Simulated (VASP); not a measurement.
The input files of a VASP run:

**INCAR**
```
# general
SYSTEM =Sr
PREC   =Accurate
ENCUT  =300
LREAL  =.False.
LASPH  =.True.

# electronic loop
EDIFF  =1E-6
NELM   =100
ALGO   =Normal
LMAXMIX=4

# smearing
ISMEAR =-1
SIGMA  =0.1

# functional
GGA    =PE

# ions
ISIF   =2

# output
LWAVE  =.False.
LCHARG =.False.
```

File KPOINTS:
```
Automatic mesh
0
Gamma
8 8 8
0 0 0
```

### POSCAR
```
Sr
1
    0.0000000000     2.9163390000     2.9163390000
    2.9163390000     0.0000000000     2.9163390000
    2.9163390000     2.9163390000     0.0000000000
Sr
1
Direct
  0.0000000000   0.0000000000   0.0000000000
```

POTCAR, in this order: Sr_sv (PBE.64 set). Program: vasp_std.

**Question.** Write an equivalent input for Quantum ESPRESSO's pw.x.

**Answer.** One equivalent input (not run):
```
&CONTROL
  calculation = 'scf'
  pseudo_dir = './pseudo'
  outdir = './out'
  tprnfor = .true.
  tstress = .true.
/
&SYSTEM
  ibrav = 0
  nat = 1
  ntyp = 1
  ecutwfc = 68
  occupations = 'smearing'
  smearing = 'fermi-dirac'
  degauss = 0.00735
  input_dft = 'pbe'
/
&ELECTRONS
  conv_thr = 7.3e-08
  electron_maxstep = 100
/
ATOMIC_SPECIES
  Sr 87.620 Sr.upf
CELL_PARAMETERS angstrom
     0.0000000    2.9163390    2.9163390
     2.9163390    0.0000000    2.9163390
     2.9163390    2.9163390    0.0000000
ATOMIC_POSITIONS crystal
  Sr   0.0000000  0.0000000  0.0000000
K_POINTS automatic
  8 8 8 0 0 0
```
Limits of the translation: the potentials are each code's own (VASP's PAW set, PseudoDojo norm-conserving files in pw.x), so ENCUT and ecutwfc are chosen apart and not converted; conv_thr bounds pw.x's estimated SCF error, while EDIFF bounds the energy change between steps.

The structure is a typed Sr crystal (Fm-3m). The cell was not relaxed at this level, and its volume differs by -5.9 % from the start's.
